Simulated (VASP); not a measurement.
Given:

```xyz
9
Lattice="4.5758 0.0000 0.0000 -2.2879 3.9627 0.0000 0.0000 0.0000 6.5642" Properties=species:S:1:pos:R:3 pbc="T T T"
Si    -1.1612     3.3122     5.4701
Si     1.1267     0.6505     1.0940
Si     0.0000     1.3010     3.2821
Si     3.4491     0.6505     5.4701
Si     1.1612     3.3122     1.0940
Si     2.2879     2.6618     3.2821
Mo     0.0000     3.9627     3.2821
Mo     1.1439     1.9814     5.4701
Mo     3.4318     1.9814     1.0940
```

Computed with PBEsol GGA, VASP's PBE PAW potentials (set 64) (plane waves; VASP). Run with 400 eV cut-off, 6×6×4 Γ-centred mesh, tetrahedra with Blöchl corrections, potentials Si Mo_sv.

The cores are frozen, which limits the accuracy of field gradients.

Give the principal components of the electric field gradient (V/Å²) and the asymmetry η at each nucleus.

```
atom   Vxx   Vyy    Vzz     η
----  ----  ----  -----  ----
Si1   14.8   1.9  -16.7  0.78
Si2   14.8   1.9  -16.7  0.78
Si3   14.8   1.9  -16.7  0.78
Si4   14.8   1.9  -16.7  0.78
Si5   14.8   1.9  -16.7  0.78
Si6   14.8   1.9  -16.7  0.78
Mo7   21.9  15.5  -37.4  0.17
Mo8   21.9  15.5  -37.4  0.17
Mo9   21.9  15.5  -37.4  0.17
```

The structure comes from a computed database's Si2Mo entry (P6_222); how it stands against other phases isn't given here. It was relaxed first.
